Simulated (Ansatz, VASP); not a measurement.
**One calculation of SiSn2, two programs**

The input INCAR:

```
SYSTEM = SiSn2
ALGO = Fast
EDIFF = 1E-6
EDIFFG = -0.04
ENCUT = 600
GGA = PE
IBRION = 2
ISIF = 3
ISMEAR = 0
LASPH = .TRUE.
LCHARG = .FALSE.
LREAL = .FALSE.
LWAVE = .FALSE.
NELM = 100
NSW = 90
PREC = Accurate
SIGMA = 0.1
```

The input KPOINTS:

```
k-points
0
G
  6 6 1
  0 0 0
```

POSCAR

```
SiSn2
1.0
    3.2351875500      0.0000000000      0.0000000000
   -1.6175937800      2.8017546100      0.0000000000
    0.0000000000      0.0000000000     15.7408526800
Si Sn
2 4
Direct
    0.6666666700      0.3333333300      0.7500000000
    0.3333333300      0.6666666700      0.2500000000
    0.6666666700      0.3333333300      0.0833333300
    0.6666666700      0.3333333300      0.4166666700
    0.3333333300      0.6666666700      0.9166666700
    0.3333333300      0.6666666700      0.5833333300
```

Input for Ansatz:

```yaml
crystal:
  lattice:
    - [3.23518755, 0.0, 0.0]
    - [-1.61759378, 2.80175461, 0.0]
    - [0.0, 0.0, 15.74085268]
  atoms:
    - { symbol: Si, position: [0.66666667, 0.33333333, 0.75] }
    - { symbol: Si, position: [0.33333333, 0.66666667, 0.25] }
    - { symbol: Sn, position: [0.66666667, 0.33333333, 0.08333333] }
    - { symbol: Sn, position: [0.66666667, 0.33333333, 0.41666667] }
    - { symbol: Sn, position: [0.33333333, 0.66666667, 0.91666667] }
    - { symbol: Sn, position: [0.33333333, 0.66666667, 0.58333333] }
basis:
  ecutwfc: 420
kpoints:
  mp_grid: { grid: [6, 6, 1] }
hamiltonian:
  xc: pbe
scf:
  occupations: { method: gaussian, width: 0.1 }
  lower_state_search: "off"
output:
  forces: true
  stress: true
  eigenvalues: true
relax:
  adjacent_minimum: "off"
  f_tol: 0.04
  max_steps: 70
  cell: { stress_tol: 0.4 }
```

Alike in both runs: task relaxation of cell and atoms; functional PBE; k mesh 6 × 6 × 1; occupations gaussian, width 0.1 eV; no spin polarisation.

|  | VASP | Ansatz |
| --- | --- | --- |
| version | VASP 6.6.1 | Ansatz 0.2.0 |
| potentials or method | VASP PAW PBE potentials, release 64 (Si, Sn_d) | scalar-relativistic, plane waves, PAW |
| plane-wave cutoff (eV) | 600 | 420 |
| valence electrons in the cell | 64 | 64 |

```csv
,VASP,Ansatz,Ansatz less VASP
"gap on the k mesh at the Fermi level, each at its own relaxed structure (eV)",none,none,-
relaxed volume (Å³/atom),24.03,24.32,+0.289
relaxed cell length with the largest relative difference (Å),14.741,15.790,+1.0487
energy change over the relaxation (meV/atom),-117,-102,+14.5
```

A gap of «none» marks a metal or a gap that the smearing closes. One of these differences is far larger than is usual between the two programs; its cause wasn't traced.

Caveats: the k mesh is coarse (spacing up to 0.40 Å⁻¹), so the values aren't converged.
